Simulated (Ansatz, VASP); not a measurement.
**Y2HfF: VASP beside Ansatz**

```
Y Hf F
1.0
     3.58434    0.00000    0.00000
     0.00000    3.58434    0.00000
     0.00000    0.00000    7.24887
Y Hf F
2 1 1
Cartesian
  1.7922 1.7922 1.3110
  1.7922 1.7922 5.9379
  0.0000 0.0000 0.0000
  1.7922 1.7922 3.6244
```

Alike in both runs: task single point; functional PBE; k mesh 6 × 6 × 4; occupations gaussian, width 0.1 eV; no spin polarisation.

```csv
,VASP,Ansatz
version,VASP 6.6.1,Ansatz 0.2.0
potentials or method,"VASP PAW PBE potentials, release 64 (Y_sv, Hf_pv, F)","scalar-relativistic, plane waves, PAW"
plane-wave cutoff (eV),520,420
valence electrons in the cell,39,55
```

VASP gave:

| Quantity | Value |
| --- | --- |
| gap on the k mesh at the Fermi level (eV) | none |
| pressure (GPa) | 16.6 |
| largest component of the traceless stress (GPa) | 4.38 |
| rms of the force components (eV/Å) | 2.161 |

Question: Which values does Ansatz return?

Answer: gap on the k mesh at the Fermi level (eV): none; pressure (GPa): 16.7; largest component of the traceless stress (GPa): 4.42; rms of the force components (eV/Å): 2.164.

Atom by atom the forces differ by 0.003 eV/Å (rms over components). A gap of «none» marks a metal or a gap that the smearing closes. With one functional, cell and mesh, what is left measures potentials, basis and numerics. The two sets of potentials don't hold the same shells in valence.

Caveats: so large a pressure means that the cell lies far from this level's equilibrium, or that cutoff or potentials fall short (VASP); an odd number of electrons without spin polarisation forces a metal; a magnetic or distorted state may lie lower. Spin-orbit coupling is left out, which matters for the levels of Hf.
